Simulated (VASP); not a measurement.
# Settings for SeO: zero-field splitting by spin-spin coupling

SeO, molecule in box, 2 atoms in the cell. BLYP, spin-spin zero-field splitting; PAW potentials Se, O (PBE set). VASP 6.6.1.

Wanted: D within 1 %.

Spin moment (muB): 2.

The series start from PRECFOCK: Accurate; Cutoff (eV): 400; Vacuum (Å): 8. Each series keeps the choices made before it, and each single choice may use up half of a tolerance. Times cover all steps of a run.

## PRECFOCK

| PRECFOCK | D (MHz) | Time (s) |
|---|---|---|
| Accurate | 2.072e4 | 280 |
| Normal | 2.072e4 | 258 |
| Fast | 2.098e4 | 266 |

## Cutoff (eV)

| Cutoff (eV) | D (MHz) | Time (s) |
|---|---|---|
| 300 | 1.922e4 | 230 |
| 350 | 2.02e4 | 333 |
| 400 | 2.072e4 | 280 |
| 450 | 2.097e4 | 488 |
| 520 | 2.108e4 | 498 |
| 700 (reference) | 2.109e4 | 504 |

## Vacuum (Å)

| Vacuum (Å) | D (MHz) | Time (s) |
|---|---|---|
| 6 | 2.117e4 | 149 |
| 8 | 2.108e4 | 498 |
| 10 | 2.102e4 | 542 |
| 12 (reference) | 2.101e4 | 930 |

## Question

The rows run from the loosest to the tightest (no order: PRECFOCK). For each series: choose the loosest value from which every tighter one stays within half of the tolerance; where there is no order, keep the first row unless others stay within half of the tolerance and take at least 30 % less time, and then take the fastest.

## Answer

- PRECFOCK: Accurate
- Cutoff (eV): 520
- Vacuum (Å): 8

## All choices together

| Input | D (MHz) | Time (s) |
|---|---|---|
| default cutoff and precision without LASPH, at the starting vacuum (naive) | no result | 419 |
| chosen settings | 2.108e4 | 498 |
| reference settings throughout | 2.102e4 | 1252 |

The tolerance is met.

## The input

INCAR.step1:
```
SYSTEM = SeO
AGGAC    = 1.0          
AGGAX    = 1.0          
ALDAC    = 0.0          
ALDAX    = 1.0          
ALGO     = Normal         ! electronic algorithm
EDIFF    = 1E-6           ! SCF threshold, eV
EDIFFG   = -0.01          ! ionic threshold
ENCUT    = 520            ! plane-wave cutoff, eV
GGA      = B5             ! functional
IBRION   = 2              ! ionic algorithm
ISMEAR   = 0              ! smearing method
ISPIN    = 2              ! spin polarisation
ISYM     = 0            
LASPH    = .TRUE.         ! aspherical terms in the spheres
LCHARG   = .FALSE.        ! write CHGCAR
LMAXMIX  = 4              ! l up to which the mixer works
LORBIT   = 11             ! projections on sites
LREAL    = .FALSE.        ! projectors in reciprocal space
LWAVE    = .TRUE.         ! write WAVECAR
MAGMOM   = 1 1            ! initial moments
NBANDS   = 12             ! bands
NELM     = 200            ! most SCF steps
NSW      = 40             ! ionic steps
NUPDOWN  = 2              ! fixed moment
PREC     = Accurate       ! precision mode
SIGMA    = 0.01           ! smearing width, eV
```

INCAR.step2, as INCAR.step1 but for:
```
- EDIFF = 1E-6
- EDIFFG = -0.01
- IBRION = 2
- ISYM = 0
- LWAVE = .TRUE.
- NSW = 40
+ EDIFF = 1E-7
+ ISTART = 1
+ ISYM = 3
+ LDMATRIX = .TRUE.
+ LWAVE = .FALSE.
+ PRECFOCK = Accurate
```

KPOINTS:
```
k-points
0
Gamma
  1 1 1
```

POSCAR.step1:
```
SeO
1.0
    8.0000000000      0.0000000000      0.0000000000
    0.0000000000      8.3000000000      0.0000000000
    0.0000000000      0.0000000000     10.2500000000
Se O
1 1
Direct
    0.5000000000      0.5000000000      0.4195122000
    0.5000000000      0.5000000000      0.5804878000
```

Commands (each step's output is kept before the next begins):
```
cat potpaw_PBE.64/Se/POTCAR potpaw_PBE.64/O/POTCAR > POTCAR
cp INCAR.step1 INCAR
cp POSCAR.step1 POSCAR
mpirun -np 4 vasp_std > vasp.out
cp CONTCAR POSCAR
cp INCAR.step2 INCAR
mpirun -np 4 vasp_std > vasp.out
```

Limits: The spin-orbit part of D isn't included; images across the vacuum add a share that falls about as one over the box's volume.

The chosen input took VASP 6.6.1 498 s on 4 cores (Intel Xeon Platinum 8488C (Sapphire Rapids)), a shared host.
